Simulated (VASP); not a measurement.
GaAs (zinc blende) is relaxed at rising pressure, each step from the one before. Symmetry mostly holds the structure type, and other phases were not tried. The mesh follows the cell, and a change of mesh leaves a small step in the series.

Data:

```
CELL_PARAMETERS angstrom
      0.00000     2.87579     2.87579
      2.87579     0.00000     2.87579
      2.87579     2.87579     0.00000
ATOMIC_POSITIONS crystal
  Ga 0.00000 0.00000 0.00000
  As 0.25000 0.25000 0.25000
```

Level of theory: PBE GGA, VASP's PBE PAW potentials (set 64) (plane waves; VASP). Numerical set-up: 500 eV cut-off, 8×8×8 Γ-centred mesh, Gaussian smearing of 0.050 eV, potentials Ga_d As.

| P (GPa) | V (Å³/atom) | H − H(0) (eV/atom) | space group | k-mesh |
|---|---|---|---|---|
| 0 | 23.78 | 0.000 | F-43m | 8×8×8 |
| 5 | 22.16 | 0.715 | F-43m | 8×8×8 |
| 10 | (withheld) | (withheld) | F-43m | 8×8×8 |
| 20 | 19.38 | 2.643 | F-43m | 9×9×9 |
| 30 | (withheld) | (withheld) | F-43m | 9×9×9 |
| 45 | 16.91 | 5.454 | F-43m | 9×9×9 |

Q: Fill in the missing entries.

A: 
- 10, V (Å³/atom): 21.02
- 10, H − H(0) (eV/atom): 1.388
- 30, V (Å³/atom): 18.21
- 30, H − H(0) (eV/atom): 3.813

Pressures at which the relaxation failed are left out.

The compound is GaAs in the zinc blende structure.
